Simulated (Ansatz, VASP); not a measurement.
## Cross-check of TiO2 (Rutile) between VASP and Ansatz

Aim: how closely do two programs agree when they are given the same cell, functional and k mesh? The cell is taken from a series of runs on this material, whose earlier steps may have relaxed, scaled, displaced or heated it; both programs get it as it stands.

Main program and level: Ansatz 0.2.0; plane waves, with VASP 6.6.1 beside it; single point at HSE06.

## Step 1: Set-up

It takes space group P4_2/mnm (No. 136, tetragonal). Conventional cell: a = 4.776 Å, b = 4.776 Å, c = 3.076 Å, α = 90.00°, β = 90.00°, γ = 90.00°. Nearest to Ti lie 6 O at 2.00 to 2.09 Å. Nearest to O lie 3 Ti at 2.00 to 2.09 Å. Farther neighbours and most contacts between anions are not listed.

Coordinates:

```xyz
6
Lattice="4.7759 0.0000 0.0000 0.0000 4.7759 0.0000 0.0000 0.0000 3.0757" Properties=species:S:1:pos:R:3 pbc="T T T"
Ti    0.0000    0.0000    0.0000
Ti    2.3879    2.3879    1.5378
O     1.4784    1.4784    0.0000
O     0.9095    3.8664    1.5378
O     3.2975    3.2975    0.0000
O     3.8664    0.9095    1.5378
```

## Step 2: VASP: single point, HSE06

A single point gives forces, pressure and levels at one fixed geometry, so differences don't come from the geometry; what else differs is listed under the comparison.

Lines of VASP's logs that name or quote its potential files are left out, and so is its time.

The run reads the wave functions of an earlier VASP run, which isn't shown here.

The input, INCAR:

```
SYSTEM = TiO2
PREC = Accurate
ENCUT = 520
EDIFF = 1E-06
NELM = 100
ISMEAR = 0
SIGMA = 0.01
LREAL = .FALSE.
ALGO = Normal
LHFCALC = .TRUE.
AEXX = 0.25
GGA = PE
HFSCREEN = 0.208
LASPH = .TRUE.
NBANDS = 30
PRECFOCK = Fast
LORBIT = 11
LWAVE = .FALSE.
LCHARG = .FALSE.
KPAR = 8
ISIF = 2
```

The input, POSCAR:

```
TiO2
1.0
    4.7758880000      0.0000000000      0.0000000000
    0.0000000000      4.7758880000      0.0000000000
    0.0000000000      0.0000000000      3.0756960000
Ti O
2 4
Direct
    0.0000000000      0.0000000000      0.0000000000
    0.5000000000      0.5000000000      0.5000000000
    0.3095595385      0.3095595385      0.0000000000
    0.1904404615      0.8095595385      0.5000000000
    0.6904404615      0.6904404615      0.0000000000
    0.8095595385      0.1904404615      0.5000000000
```

The input, KPOINTS:

```
Automatic mesh
0
Gamma
4 4 4
0 0 0
```

Potentials, in the order of the species: Ti_sv and O (PBE family, release 64).

Started as:

```sh
mpirun -np 8 vasp_std
```

Numbers of over 12 decimals in the logs are rounded to 6 here.

Output:

```text
[banner, memory and clock lines left out]
running    8 mpi-ranks, on    1 nodes
 distrk:  each k-point on    1 cores,    8 groups
 distr:  one band on    1 cores,    1 groups

 POSCAR found type information on POSCAR TiO
 POSCAR found :  2 types and       6 ions
|                                                                             |
|           W    W    AA    RRRRR   N    N  II  N    N   GGGG   !!!           |
|           W    W   A  A   R    R  NN   N  II  NN   N  G    G  !!!           |
|           W    W  A    A  R    R  N N  N  II  N N  N  G       !!!           |
|           W WW W  AAAAAA  RRRRR   N  N N  II  N  N N  G  GGG   !            |
|           WW  WW  A    A  R   R   N   NN  II  N   NN  G    G                |
|           W    W  A    A  R    R  N    N  II  N    N   GGGG   !!!           |
|                                                                             |
|     For optimal performance we recommend to set                             |
|       NCORE = 2 up to number-of-cores-per-socket                            |
|     NCORE specifies how many cores store one orbital (NPAR=cpu/NCORE).      |
|     This setting can greatly improve the performance of VASP for DFT.       |
|     The default, NCORE=1 might be grossly inefficient on modern             |
|     multi-core architectures or massively parallel machines. Do your        |
|     Unfortunately you need to use the default for GW and RPA                |
|     calculations (for HF NCORE is supported but not extensively tested      |
|     yet).                                                                   |
|                                                                             |

 LDA part: xc-table for (Slater+PW92), standard interpolation
 found WAVECAR, reading the header
 POSCAR, INCAR and KPOINTS ok, starting setup
 FFT: planning ... GRIDC
 FFT: planning ... GRID_SOFT
 FFT: planning ... GRID
 reading WAVECAR
 the WAVECAR file was read successfully
 initial charge from wavefunction
 entering main loop
       N       E                     dE             d eps       ncg     rms          rms(c)
DAV:   1    -0.659071750528E+02   -0.65907E+02   -0.31718E+00  1096   0.155E+01    0.429E+00
DAV:   2    -0.655577954508E+02    0.34938E+00   -0.10291E+00  1248   0.124E+01    0.124E+00
DAV:   3    -0.656065582437E+02   -0.48763E-01   -0.26572E-01  1500   0.363E+00    0.127E+00
DAV:   4    -0.655888351500E+02    0.17723E-01   -0.75450E-02  1388   0.260E+00    0.405E-01
DAV:   5    -0.655927061613E+02   -0.38710E-02   -0.99855E-03  1304   0.576E-01    0.259E-01
DAV:   6    -0.655917455263E+02    0.96063E-03   -0.31651E-03  1348   0.547E-01    0.132E-01
DAV:   7    -0.655920025880E+02   -0.25706E-03   -0.52062E-04  1244   0.166E-01    0.101E-01
DAV:   8    -0.655919741495E+02    0.28439E-04   -0.24284E-04  1364   0.176E-01    0.469E-02
DAV:   9    -0.655919974504E+02   -0.23301E-04   -0.26289E-05  1196   0.427E-02    0.276E-02
DAV:  10    -0.655920005847E+02   -0.31343E-05   -0.11266E-05  1364   0.299E-02    0.174E-02
DAV:  11    -0.655920042092E+02   -0.36245E-05   -0.24493E-06  1042   0.134E-02    0.113E-02
DAV:  12    -0.655920056148E+02   -0.14056E-05   -0.83096E-07   696   0.106E-02    0.683E-03
DAV:  13    -0.655920063997E+02   -0.78487E-06   -0.45306E-07   642   0.613E-03
   1 F= -.65592006E+02 E0= -.65592006E+02  d E =-.134493E-83
```

OUTCAR, selected parts (step 2):

```text
ion  position               nearest neighbor table
   1  0.000  0.000  0.000-   4 2.00   6 2.00   4 2.00   6 2.00   5 2.09   3 2.09
   2  0.500  0.500  0.500-   3 2.00   5 2.00   3 2.00   5 2.00   4 2.09   6 2.09
   3  0.310  0.310  0.000-   2 2.00   2 2.00   1 2.09
   4  0.190  0.810  0.500-   1 2.00   1 2.00   2 2.09
   5  0.690  0.690  0.000-   2 2.00   2 2.00   1 2.09
   6  0.810  0.190  0.500-   1 2.00   1 2.00   2 2.09

  LATTYP: Found a simple tetragonal cell.
 ALAT       =     4.7758880000
 C/A-ratio  =     0.6440050520

 Subroutine GETGRP returns: Found 16 space group operations
 (whereof  8 operations were pure point group operations)

The static configuration has the point symmetry D_2h.
 The point group associated with its full space group is D_4h.

 Found     18 irreducible k-points:

   k-points           NKPTS =     18   k-points in BZ     NKDIM =     64   number of bands    NBANDS=     30

   dimension x,y,z NGX =    36 NGY =   36 NGZ =   24
   dimension x,y,z NGXF=    72 NGYF=   72 NGZF=   48

   ENCUT  =  520.0 eV  38.22 Ry    6.18 a.u.   8.88  8.88  5.72*2*pi/ulx,y,z

   NELECT =      48.0000    total number of electrons

 k-points in reciprocal lattice and weights: Automatic mesh
   0.00000000  0.00000000  0.00000000       0.016
   0.25000000  0.00000000  0.00000000       0.062
   0.50000000  0.00000000  0.00000000       0.031
   0.25000000  0.25000000  0.00000000       0.062
   0.50000000  0.25000000  0.00000000       0.062
   0.50000000  0.50000000  0.00000000       0.016
   0.00000000  0.00000000  0.25000000       0.031
   0.25000000  0.00000000  0.25000000       0.125
   0.50000000  0.00000000  0.25000000       0.062
[...]
0.50000000  0.25000000  0.50000000       0.062
   0.50000000  0.50000000  0.50000000       0.016

  exchange ACFDT corr.  =         0.00000000  see jH, gK, PRB 81, 115126

 average (electrostatic) potential at core
       1 -73.1247       2 -73.1247       3 -64.0184       4 -64.0184       5 -64.0184
       6 -64.0184

 E-fermi :   2.8328

 k-point     1 :       0.0000    0.0000    0.0000
  band No.  band energies     occupation
    ...
     20       0.6804      2.00000
     21       1.9709      2.00000
     22       2.3909      2.00000
     23       2.3909      2.00000
     24       2.6972      2.00000
     25       5.8685      0.00000
     26       6.2492      0.00000
     27       6.3890      0.00000
     28       6.3890      0.00000
     29       6.3893      0.00000
    ...

 k-point     2 :       0.2500    0.0000    0.0000
  band No.  band energies     occupation
    ...
     20       0.7783      2.00000
     21       1.4481      2.00000
     22       1.6754      2.00000
     23       2.0136      2.00000
     24       2.4903      2.00000
     25       6.1364      0.00000
     26       6.5461      0.00000
     27       6.5638      0.00000
     28       6.6101      0.00000
     29       6.7272      0.00000
    ...

 k-point     3 :       0.5000    0.0000    0.0000
  band No.  band energies     occupation
    ...
     20      -0.1104      2.00000
     21       1.1348      2.00000
     22       1.1348      2.00000
     23       2.0106      2.00000
     24       2.0106      2.00000
     25       6.5161      0.00000
     26       6.5161      0.00000
     27       6.7915      0.00000
     28       6.7915      0.00000
     29       7.4042      0.00000
    ...

  Total       -9.0381367     -9.0381367    -12.9814901     -0.0000000      0.0000000      0.0000000
  in kB     -206.4133655   -206.4133655   -296.4718438     -0.0000000      0.0000000      0.0000000
  external PRESSURE =    -236.4328583 kB  Pullay stress =       0.0000000 kB

  energy-cutoff  :      520.00
  volume of cell :       70.15
      direct lattice vectors                 reciprocal lattice vectors
     4.775888000  0.000000000  0.000000000     0.209385145  0.000000000  0.000000000
     0.000000000  4.775888000  0.000000000     0.000000000  0.209385145  0.000000000
     0.000000000  0.000000000  3.075696000     0.000000000  0.000000000  0.325129662

 POSITION                                       TOTAL-FORCE (eV/Angst)
 -----------------------------------------------------------------------------------
      0.00000      0.00000      0.00000         0.000000     -0.000000     -0.000000
      2.38794      2.38794      1.53785         0.000000     -0.000000     -0.000000
      1.47842      1.47842      0.00000         0.127628      0.127628      0.000000
      0.90952      3.86637      1.53785        -0.127628      0.127628      0.000000
      3.29747      3.29747      0.00000        -0.127628     -0.127628     -0.000000
      3.86637      0.90952      1.53785         0.127628     -0.127628     -0.000000
 -----------------------------------------------------------------------------------
    total drift:                                0.000003      0.000001     -0.000002

  FREE ENERGIE OF THE ION-ELECTRON SYSTEM (eV)
  ---------------------------------------------------
  free  energy   TOTEN  =       -65.5920063997 eV

  energy  without entropy=      -65.5920063997  energy(sigma->0) =      -65.59200640

 total charge
# of ion       s       p       d       tot
------------------------------------------
    1        2.196   6.249   1.455   9.900
    2        2.196   6.249   1.455   9.900
    3        1.568   3.486   0.000   5.054
    4        1.568   3.486   0.000   5.054
    5        1.568   3.486   0.000   5.054
    6        1.568   3.486   0.000   5.054
--------------------------------------------------
tot         10.665  26.442   2.910  40.017

[... 3 further parts left out ...]
```

This run has no spin polarisation, so a moment on Ti, if there is one, isn't seen. The PAW data sets were made with PBE, which is usual practice but a small mismatch for other functionals.

[end of part 1 of 2]

[Lines on the potential files, build, host, timing and source positions are cut from VASP's logs without a mark.]

[Logs are printed without paths, hosts, clocks, repeated set-up lines and the standing remarks that a program may print on its own settings, such as how far it seeks lower states.]

[Hosts, paths, dates, database ids (printed as entryN), source tags and the programs' standing remarks are cut or masked in the printed files.]
